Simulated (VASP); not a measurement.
# MgO: the band gap, functional by functional

How does the band gap of MgO depend on the functional? The starting structure is a cell with measured lattice constants from the literature and the atomic positions of a Crystallography Open Database entry. Cell and atoms stay as given. Meshes and data sets differ where the inputs say so.

Main program and level: VASP 6.6.1; Kohn-Sham DFT with plane waves and PAW; LDA, PBE, r2SCAN, TB-mBJ, HSE06, PBE0 and r2SCAN-EpsX.

## (1) Starting point

The structure is cubic, space group Fm-3m (No. 225). The conventional cell has a = 4.213 Å, b = 4.213 Å, c = 4.213 Å, α = 90.00°, β = 90.00°, γ = 90.00°. Nearest to Mg lie 6 O at 2.11 Å. Nearest to O lie 6 Mg at 2.11 Å. Farther neighbours and most contacts between anions are not listed.

## (2) Bands with LDA

LDA, the lowest rung, knows the local density alone.

File INCAR:

```
SYSTEM = MgO
PREC = Accurate
ENCUT = 460
EDIFF = 1E-06
NELM = 100
ISMEAR = 0
SIGMA = 0.03
LREAL = .FALSE.
ALGO = Normal
GGA = CA
NBANDS = 16
LORBIT = 11
LWAVE = .FALSE.
LCHARG = .FALSE.
KPAR = 4
LASPH = .TRUE.
```

File POSCAR:

```
MgO
1.0
    0.0000000000      2.1064000000      2.1064000000
    2.1064000000      0.0000000000      2.1064000000
    2.1064000000      2.1064000000      0.0000000000
Mg O
1 1
Direct
    0.0000000000      0.0000000000      0.0000000000
    0.5000000000      0.5000000000      0.5000000000
```

File KPOINTS:

```
Automatic mesh
0
Gamma
8 8 8
0 0 0
```

File KPOINTS_OPT:

```
Line mode
10
Line-mode
Reciprocal
  0.00000000   0.00000000   0.00000000 GAMMA
  0.50000000   0.00000000   0.50000000 X

  0.50000000   0.00000000   0.50000000 X
  0.50000000   0.25000000   0.75000000 W

  0.50000000   0.25000000   0.75000000 W
  0.37500000   0.37500000   0.75000000 K

  0.37500000   0.37500000   0.75000000 K
  0.00000000   0.00000000   0.00000000 GAMMA

  0.00000000   0.00000000   0.00000000 GAMMA
  0.50000000   0.50000000   0.50000000 L

  0.50000000   0.50000000   0.50000000 L
  0.62500000   0.25000000   0.62500000 U

  0.62500000   0.25000000   0.62500000 U
  0.50000000   0.25000000   0.75000000 W

  0.50000000   0.25000000   0.75000000 W
  0.50000000   0.50000000   0.50000000 L

  0.50000000   0.50000000   0.50000000 L
  0.37500000   0.37500000   0.75000000 K

  0.62500000   0.25000000   0.62500000 U
  0.50000000   0.00000000   0.50000000 X
```

Potentials, in the order of the species: Mg and O (LDA family, release 64).

Started as:

```sh
mpirun -np 4 vasp_std
```

Log:

```text
[banner, memory and clock lines left out]
running    4 mpi-ranks, on    1 nodes
 distrk:  each k-point on    1 cores,    4 groups
 distr:  one band on    1 cores,    1 groups

 POSCAR found type information on POSCAR MgO
 POSCAR found :  2 types and       2 ions
 LDA part: xc-table for (Slater(with rela. corr.)+CA(PZ))
 , standard interpolation
 POSCAR, INCAR and KPOINTS ok, starting setup
 FFT: planning ... GRIDC
 FFT: planning ... GRID_SOFT
 FFT: planning ... GRID
 WAVECAR not read
 entering main loop
       N       E                     dE             d eps       ncg     rms          rms(c)
DAV:   1     0.122603277912E+02    0.12260E+02   -0.40478E+03  1048   0.398E+02
DAV:   2    -0.145035971270E+02   -0.26764E+02   -0.25903E+02  1272   0.110E+02
DAV:   3    -0.149941778155E+02   -0.49058E+00   -0.49039E+00  1048   0.115E+01
DAV:   4    -0.149949671905E+02   -0.78938E-03   -0.78936E-03  1256   0.551E-01
DAV:   5    -0.149949691618E+02   -0.19713E-05   -0.19714E-05  1064   0.247E-02    0.702E+00
DAV:   6    -0.134895712770E+02    0.15054E+01   -0.74173E+00   976   0.109E+01    0.219E+00
DAV:   7    -0.134538408810E+02    0.35730E-01   -0.71691E-02  1064   0.159E+00    0.132E+00
DAV:   8    -0.134296131117E+02    0.24228E-01   -0.38490E-02  1080   0.137E+00    0.337E-01
DAV:   9    -0.134286169696E+02    0.99614E-03   -0.12657E-03  1072   0.199E-01    0.144E-01
DAV:  10    -0.134284469759E+02    0.16999E-03   -0.30361E-04  1072   0.113E-01    0.980E-03
DAV:  11    -0.134284456497E+02    0.13262E-05   -0.11646E-05  1152   0.158E-02    0.381E-03
DAV:  12    -0.134284455708E+02    0.78922E-07   -0.31988E-07   544   0.334E-03
   1 F= -.13428446E+02 E0= -.13428446E+02  d E =-.225502E-44
 Start KPOINTS_OPT (optional k-point list driver)
k-point batch [1-29\100]
       N       E                     dE             ncg
DAV:   1     0.104046165912E+03   -0.89014E+04     1072
DAV:   2    -0.590053064025E+03   -0.69410E+03     1248
DAV:   3    -0.601168733990E+03   -0.11116E+02     1192
DAV:   4    -0.601189017345E+03   -0.20283E-01     1256
DAV:   5    -0.601189069636E+03   -0.52291E-04     1112
DAV:   6    -0.601189069786E+03   -0.15090E-06     1032
[...]
k-point batch [88-100\100]
       N       E                     dE             ncg
DAV:   1     0.552094356414E+04   -0.48734E+04      488
DAV:   2     0.521959194848E+04   -0.30135E+03      584
DAV:   3     0.521535362683E+04   -0.42383E+01      528
DAV:   4     0.521534642337E+04   -0.72035E-02      528
DAV:   5     0.521534640465E+04   -0.18720E-04      520
DAV:   6     0.521534640460E+04   -0.53458E-07      456
```

It took 2.8 s on 4 MPI ranks of Intel Xeon 6975P-C (Granite Rapids), shared host; peak memory 0.49 GiB; 9.1 s of CPU time.

Lines that name or quote the potential files are left out of all logs, and their timing lines are given in words.

From OUTCAR (step 2):

```text
ion  position               nearest neighbor table
   1  0.000  0.000  0.000-   2 2.11   2 2.11   2 2.11   2 2.11   2 2.11   2 2.11
   2  0.500  0.500  0.500-   1 2.11   1 2.11   1 2.11   1 2.11   1 2.11   1 2.11

  LATTYP: Found a face centered cubic cell.
 ALAT       =     4.2128000000

 Subroutine GETGRP returns: Found 48 space group operations
 (whereof 48 operations were pure point group operations)

The static configuration has the point symmetry O_h .

 Found     29 irreducible k-points:

   k-points           NKPTS =     29   k-points in BZ     NKDIM =     29   number of bands    NBANDS=     16

   dimension x,y,z NGX =    24 NGY =   24 NGZ =   24
   dimension x,y,z NGXF=    48 NGYF=   48 NGZF=   48

   ENCUT  =  460.0 eV  33.81 Ry    5.81 a.u.   5.21  5.21  5.21*2*pi/ulx,y,z

   NELECT =       8.0000    total number of electrons

 k-points in reciprocal lattice and weights: Automatic mesh
   0.00000000  0.00000000  0.00000000       0.002
   0.12500000  0.00000000  0.00000000       0.016
   0.25000000  0.00000000  0.00000000       0.016
   0.37500000  0.00000000  0.00000000       0.016
   0.50000000  0.00000000  0.00000000       0.008
   0.12500000  0.12500000  0.00000000       0.012
   0.25000000  0.12500000  0.00000000       0.047
   0.37500000  0.12500000  0.00000000       0.047
   0.50000000  0.12500000  0.00000000       0.047
[...]
-0.37500000  0.50000000  0.12500000       0.023
  -0.25000000  0.50000000  0.25000000       0.012

 average (electrostatic) potential at core
       1 -35.1351       2 -70.7733

 E-fermi :   3.1655

 k-point     1 :       0.0000    0.0000    0.0000
  band No.  band energies     occupation
      1     -14.1214      2.00000
      2       2.8753      2.00000
      3       2.8753      2.00000
      4       2.8753      2.00000
      5       7.5282      0.00000
      6      18.4000      0.00000
      7      18.4000      0.00000
      8      18.4000      0.00000
      9      22.4226      0.00000
    ...

 k-point     2 :       0.1250    0.0000    0.0000
  band No.  band energies     occupation
      1     -13.9516      2.00000
      2       1.9094      2.00000
      3       2.7701      2.00000
      4       2.7701      2.00000
      5       8.4350      0.00000
      6      16.7507      0.00000
      7      18.7573      0.00000
      8      18.7573      0.00000
      9      23.0669      0.00000
    ...

 k-point     3 :       0.2500    0.0000    0.0000
  band No.  band energies     occupation
      1     -13.5079      2.00000
      2       0.1808      2.00000
      3       2.5280      2.00000
      4       2.5280      2.00000
      5       9.8506      0.00000
      6      15.2281      0.00000
      7      19.2356      0.00000
      8      19.2356      0.00000
      9      22.6788      0.00000
    ...

  Total       -0.9911205     -0.9911205     -0.9911205      0.0000000      0.0000000     -0.0000000
  in kB      -84.9541347    -84.9541347    -84.9541347      0.0000000      0.0000000     -0.0000000
  external PRESSURE =     -84.9541347 kB  Pullay stress =       0.0000000 kB

  energy-cutoff  :      460.00
  volume of cell :       18.69
      direct lattice vectors                 reciprocal lattice vectors
     0.000000000  2.106400000  2.106400000    -0.237371819  0.237371819  0.237371819
     2.106400000  0.000000000  2.106400000     0.237371819 -0.237371819  0.237371819
     2.106400000  2.106400000  0.000000000     0.237371819  0.237371819 -0.237371819

 POSITION                                       TOTAL-FORCE (eV/Angst)
 -----------------------------------------------------------------------------------
      0.00000      0.00000      0.00000         0.000000      0.000000     -0.000000
      2.10640      2.10640      2.10640         0.000000      0.000000      0.000000
 -----------------------------------------------------------------------------------
    total drift:                               -0.000000     -0.000000      0.000000

  FREE ENERGIE OF THE ION-ELECTRON SYSTEM (eV)
  ---------------------------------------------------
  free  energy   TOTEN  =       -13.4284455708 eV

  energy  without entropy=      -13.4284455708  energy(sigma->0) =      -13.42844557

 total charge
# of ion       s       p       d       tot
------------------------------------------
    1        0.154   0.188   0.080   0.422
    2        1.537   3.538   0.000   5.075
--------------------------------------------------
tot          1.691   3.726   0.080   5.497

[... 3 further parts left out ...]
```

At this level the cell is under a tension of 8.5 GPa, so at these settings it is away from equilibrium.

LDA gives a direct gap of 4.653 eV.

## (3) Bands with PBE

PBE, the usual starting point, adds the gradient of the density.

Edit INCAR of step 2 so:

```diff
@@ -9,3 +9,3 @@
 ALGO = Normal
-GGA = CA
+GGA = PE
 NBANDS = 16
```

POSCAR is that of step 2.

KPOINTS is that of step 2.

KPOINTS_OPT is that of step 2.

PAW data sets: Mg and O (PBE family, release 64).

Started as:

```sh
mpirun -np 4 vasp_std
```

Log:

```text
[banner, memory and clock lines left out]
running    4 mpi-ranks, on    1 nodes
[...]
LDA part: xc-table for (Slater+PW92), standard interpolation
 POSCAR, INCAR and KPOINTS ok, starting setup
[...]
entering main loop
       N       E                     dE             d eps       ncg     rms          rms(c)
DAV:   1     0.144796124244E+02    0.14480E+02   -0.40309E+03  1040   0.398E+02
DAV:   2    -0.129347335670E+02   -0.27414E+02   -0.26535E+02  1280   0.111E+02
DAV:   3    -0.134645987339E+02   -0.52987E+00   -0.52965E+00  1064   0.120E+01
DAV:   4    -0.134655983734E+02   -0.99964E-03   -0.99963E-03  1224   0.614E-01
[...]
DAV:  10    -0.119097846355E+02    0.56658E-04   -0.39406E-04  1072   0.114E-01    0.821E-03
DAV:  11    -0.119097875153E+02   -0.28798E-05   -0.41572E-06  1184   0.120E-02    0.492E-03
DAV:  12    -0.119097873800E+02    0.13523E-06   -0.16536E-07   576   0.209E-03
   1 F= -.11909787E+02 E0= -.11909787E+02  d E =-.273398E-25
 Start KPOINTS_OPT (optional k-point list driver)
k-point batch [1-29\100]
       N       E                     dE             ncg
DAV:   1     0.180413169461E+03   -0.88250E+04     1064
DAV:   2    -0.530690217496E+03   -0.71110E+03     1256
DAV:   3    -0.542523046425E+03   -0.11833E+02     1232
DAV:   4    -0.542549199864E+03   -0.26153E-01     1224
DAV:   5    -0.542549284992E+03   -0.85129E-04     1144
DAV:   6    -0.542549285313E+03   -0.32061E-06     1064
[...]
k-point batch [88-100\100]
       N       E                     dE             ncg
DAV:   1     0.555928466294E+04   -0.48351E+04      480
DAV:   2     0.524636983639E+04   -0.31291E+03      592
DAV:   3     0.524173469028E+04   -0.46351E+01      544
DAV:   4     0.524172503501E+04   -0.96553E-02      536
DAV:   5     0.524172500375E+04   -0.31258E-04      528
DAV:   6     0.524172500364E+04   -0.11403E-06      504
```

Elapsed: 3.4 s, on 4 MPI ranks; peak memory 0.51 GiB; 11 s of CPU time.

Parts of OUTCAR (step 3):

```text
  Total        0.3649257      0.3649257      0.3649257      0.0000000     -0.0000000      0.0000000
  in kB       31.2796980     31.2796980     31.2796980      0.0000000     -0.0000000      0.0000000
  external PRESSURE =      31.2796980 kB  Pullay stress =       0.0000000 kB

 POSITION                                       TOTAL-FORCE (eV/Angst)
 -----------------------------------------------------------------------------------
      0.00000      0.00000      0.00000        -0.000000      0.000000      0.000000
      2.10640      2.10640      2.10640         0.000000      0.000000     -0.000000
 -----------------------------------------------------------------------------------
    total drift:                               -0.000000     -0.000000      0.000000

  FREE ENERGIE OF THE ION-ELECTRON SYSTEM (eV)
  ---------------------------------------------------
  free  energy   TOTEN  =       -11.9097873800 eV

  energy  without entropy=      -11.9097873800  energy(sigma->0) =      -11.90978738

[... 2 parts as in an earlier step ...]

[... 1 further part left out ...]
[key lines of the parts left out:]
E-fermi :   3.3935
```

PBE gives a direct gap of 4.723 eV. The least gap is +0.071 eV from that of LDA.

## (4) Bands with r2SCAN

r2SCAN adds the kinetic-energy density, costs more than a GGA and is run with LASPH.

Edit INCAR of step 3 so:

```diff
@@ -9,3 +9,4 @@
 ALGO = Normal
-GGA = PE
+METAGGA = R2SCAN
+LASPH = .TRUE.
 NBANDS = 16
@@ -15,2 +16 @@
 KPAR = 4
-LASPH = .TRUE.
```

POSCAR is that of step 3.

KPOINTS is that of step 3.

KPOINTS_OPT is that of step 3.

Started as:

```sh
mpirun -np 4 vasp_std
```

Log:

```text
[banner, memory and clock lines left out]
running    4 mpi-ranks, on    1 nodes
[...]
|                                                                             |
|               ----> ADVICE to this user running VASP <----                  |
|                                                                             |
|     You enforced a specific xc type in the INCAR file but a different       |
|     [... a line on the potential file left out ...]
|     I HOPE YOU KNOW WHAT YOU ARE DOING!                                     |
|                                                                             |

 LDA part: xc-table for (None), standard interpolation
 POSCAR, INCAR and KPOINTS ok, starting setup
[...]
entering main loop
       N       E                     dE             d eps       ncg     rms          rms(c)
DAV:   1     0.931905087446E+01    0.93191E+01   -0.41447E+03  1048   0.410E+02
DAV:   2    -0.192926335240E+02   -0.28612E+02   -0.27534E+02  1280   0.115E+02
DAV:   3    -0.198471597019E+02   -0.55453E+00   -0.55430E+00  1088   0.126E+01
DAV:   4    -0.198483287231E+02   -0.11690E-02   -0.11690E-02  1208   0.680E-01
[...]
DAV:  11    -0.161639233119E+02   -0.17600E-04   -0.92401E-05  1080   0.448E-02    0.983E-03
DAV:  12    -0.161639275639E+02   -0.42521E-05   -0.30562E-06  1016   0.924E-03    0.645E-03
DAV:  13    -0.161639268133E+02    0.75067E-06   -0.10417E-06   544   0.564E-03
   1 F= -.16163927E+02 E0= -.16163927E+02  d E =-.114854E-49
 Start KPOINTS_OPT (optional k-point list driver)
k-point batch [1-29\100]
       N       E                     dE             ncg
DAV:   1     0.602629601229E+02   -0.89452E+04     1064
DAV:   2    -0.683882328764E+03   -0.74415E+03     1248
DAV:   3    -0.696109622398E+03   -0.12227E+02     1248
DAV:   4    -0.696138154199E+03   -0.28532E-01     1200
DAV:   5    -0.696138256792E+03   -0.10259E-03     1184
DAV:   6    -0.696138257227E+03   -0.43461E-06     1088
[...]
k-point batch [88-100\100]
       N       E                     dE             ncg
DAV:   1     0.550349371074E+04   -0.48909E+04      480
DAV:   2     0.517701545354E+04   -0.32648E+03      592
DAV:   3     0.517220967605E+04   -0.48058E+01      552
DAV:   4     0.517219914791E+04   -0.10528E-01      520
DAV:   5     0.517219911089E+04   -0.37017E-04      544
DAV:   6     0.517219911074E+04   -0.14923E-06      512
```

Run time: 9.6 s. Hardware: 4 MPI ranks; peak memory 0.51 GiB; 36 s of CPU time.

From OUTCAR (step 4):

```text
  Total       -0.3274911     -0.3274911     -0.3274911     -0.0000000      0.0000000      0.0000000
  in kB      -28.0709802    -28.0709802    -28.0709802     -0.0000000      0.0000000      0.0000000
  external PRESSURE =     -28.0709802 kB  Pullay stress =       0.0000000 kB

 POSITION                                       TOTAL-FORCE (eV/Angst)
 -----------------------------------------------------------------------------------
      0.00000      0.00000      0.00000         0.000000      0.000000      0.000000
      2.10640      2.10640      2.10640         0.000000      0.000000      0.000000
 -----------------------------------------------------------------------------------
    total drift:                               -0.000000     -0.000000      0.000000

  FREE ENERGIE OF THE ION-ELECTRON SYSTEM (eV)
  ---------------------------------------------------
  free  energy   TOTEN  =       -16.1639268133 eV

  energy  without entropy=      -16.1639268133  energy(sigma->0) =      -16.16392681

[... 2 parts as in an earlier step ...]

[... 1 further part left out ...]
[key lines of the parts left out:]
E-fermi :   3.0798
```

r2SCAN gives a direct gap of 5.601 eV. The least gap is +0.948 eV from that of LDA.

## (5) Bands with TB-mBJ

TB-mBJ is a local potential fitted to gaps: it costs far less than a hybrid but gives no energy. Its energies, forces and stress mean nothing.

Edit INCAR of step 4 so:

```diff
@@ -4,3 +4,3 @@
 EDIFF = 1E-06
-NELM = 100
+NELM = 150
 ISMEAR = 0
@@ -9,3 +9,3 @@
 ALGO = Normal
-METAGGA = R2SCAN
+METAGGA = MBJ
 LASPH = .TRUE.
```

POSCAR is that of step 4.

KPOINTS is that of step 4.

KPOINTS_OPT is that of step 4.

Started as:

```sh
mpirun -np 4 vasp_std
```

Log:

```text
[banner, memory and clock lines left out]
running    4 mpi-ranks, on    1 nodes
[...]
[... a notice as in an earlier step ...]

 LDA part: xc-table for (None), standard interpolation
 POSCAR, INCAR and KPOINTS ok, starting setup
[...]
entering main loop
       N       E                     dE             d eps       ncg     rms          rms(c)
DAV:   1     0.493117973937E+02    0.49312E+02   -0.40944E+03  1048   0.401E+02
DAV:   2     0.216267724364E+02   -0.27685E+02   -0.26635E+02  1296   0.111E+02
DAV:   3     0.210999719026E+02   -0.52680E+00   -0.52661E+00  1064   0.120E+01
DAV:   4     0.210990526240E+02   -0.91928E-03   -0.91928E-03  1256   0.580E-01
[...]
DAV:  43     0.250805989430E+02    0.74216E-05   -0.21357E-10   464   0.479E-05    0.141E-05
DAV:  44     0.250805943275E+02   -0.46155E-05   -0.88876E-11   464   0.302E-05    0.386E-06
DAV:  45     0.250805945998E+02    0.27226E-06   -0.30467E-11   464   0.174E-05
   1 F= 0.25080595E+02 E0= 0.25080595E+02  d E =-.600167E-25
 Start KPOINTS_OPT (optional k-point list driver)
k-point batch [1-29\100]
       N       E                     dE             ncg
DAV:   1     0.328317933521E+03   -0.86771E+04     1056
DAV:   2    -0.432791008810E+03   -0.76111E+03     1264
DAV:   3    -0.444802650576E+03   -0.12012E+02     1192
DAV:   4    -0.444834206679E+03   -0.31556E-01     1216
DAV:   5    -0.444834331303E+03   -0.12462E-03     1152
DAV:   6    -0.444834331869E+03   -0.56596E-06     1152
[...]
k-point batch [88-100\100]
       N       E                     dE             ncg
DAV:   1     0.562318315449E+04   -0.47712E+04      480
DAV:   2     0.529157303774E+04   -0.33161E+03      600
DAV:   3     0.528684125575E+04   -0.47318E+01      528
DAV:   4     0.528682941301E+04   -0.11843E-01      528
DAV:   5     0.528682936636E+04   -0.46651E-04      536
DAV:   6     0.528682936615E+04   -0.20453E-06      496
```

Run time: 13 s. Hardware: 4 MPI ranks; peak memory 0.54 GiB; 50 s of CPU time.

From OUTCAR (step 5):

```text
  Total       23.3742474     23.3742474     23.3742474      0.0000000     -0.0000000      0.0000000
  in kB     2003.5292361   2003.5292361   2003.5292361      0.0000000     -0.0000000      0.0000000
  external PRESSURE =    2003.5292361 kB  Pullay stress =       0.0000000 kB

 POSITION                                       TOTAL-FORCE (eV/Angst)
 -----------------------------------------------------------------------------------
      0.00000      0.00000      0.00000         0.000000      0.000000     -0.000000
      2.10640      2.10640      2.10640        -0.000000     -0.000000      0.000000
 -----------------------------------------------------------------------------------
    total drift:                               -0.000000     -0.000000      0.000000

  FREE ENERGIE OF THE ION-ELECTRON SYSTEM (eV)
  ---------------------------------------------------
  free  energy   TOTEN  =        25.0805945998 eV

  energy  without entropy=       25.0805945998  energy(sigma->0) =       25.08059460

[... 2 parts as in an earlier step ...]

[... 1 further part left out ...]
[key lines of the parts left out:]
E-fermi :   3.9136
```

TB-mBJ gives a direct gap of 6.760 eV. The least gap is +2.107 eV from that of LDA.

(Continued in part 2 of 2.)

[Lines on the potential files, build, host, timing and source positions are cut from VASP's logs without a mark.]

[Logs are printed without paths, hosts, clocks, repeated set-up lines and the standing remarks that a program may print on its own settings, such as how far it seeks lower states.]

[Hosts, paths, dates, database ids (printed as entryN), source tags and the programs' standing remarks are cut or masked in the printed files.]
